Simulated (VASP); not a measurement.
HfN:

```xyz
2
Lattice="0.0000 2.2560 2.2560 2.2560 0.0000 2.2560 2.2560 2.2560 0.0000" Properties=species:S:1:pos:R:3 pbc="T T T"
Hf    0.0000    0.0000    0.0000
N     2.2560    2.2560    2.2560
```

```yaml
Program: VASP 6.6.1
Task: relaxation of cell and atoms
Functional: RPBE
Potentials_or_basis: VASP PAW PBE potentials, release 64 (Hf_pv, N)
Cutoff: 600 eV
k_mesh: 14 × 14 × 14
Occupations: methfessel-paxton, width 0.1 eV
Spin: no spin polarisation
```

At the start: pressure 8.7 GPa; volume 11.48 Å³/atom.

Problem. How do energy, volume and symmetry change on relaxing?

Solution. Over 3 steps the energy falls by 9.7 meV/atom and the volume is 11.86 Å³/atom (+3.3 %); space group Fm-3m (No. 225, to 0.05 Å).

The path:
| step | energy change (eV) | largest force (eV/Å) | pressure (GPa) | volume (Å³) |
| --- | --- | --- | --- | --- |
| 1 | 0.0000 | 0.0000 | 8.71 | 22.96 |
| 2 | 0.0401 | 0.0000 | -12.97 | 25.10 |
| 3 | -0.0195 | 0.0000 | -0.13 | 23.72 |

Final structure:
```cif
data_structure
_symmetry_space_group_name_H-M 'P 1'
_symmetry_Int_Tables_number 1
_cell_length_a 3.2249
_cell_length_b 3.2249
_cell_length_c 3.2249
_cell_angle_alpha 60.000
_cell_angle_beta 60.000
_cell_angle_gamma 60.000
_cell_volume 23.72
loop_
_atom_site_label
_atom_site_type_symbol
_atom_site_fract_x
_atom_site_fract_y
_atom_site_fract_z
_atom_site_occupancy
Hf1 Hf 0.00000 0.00000 0.00000 1
N1 N 0.50000 0.50000 0.50000 1
```

Caveat: the PAW data sets were made with another functional, which shifts forces and pressure a little.
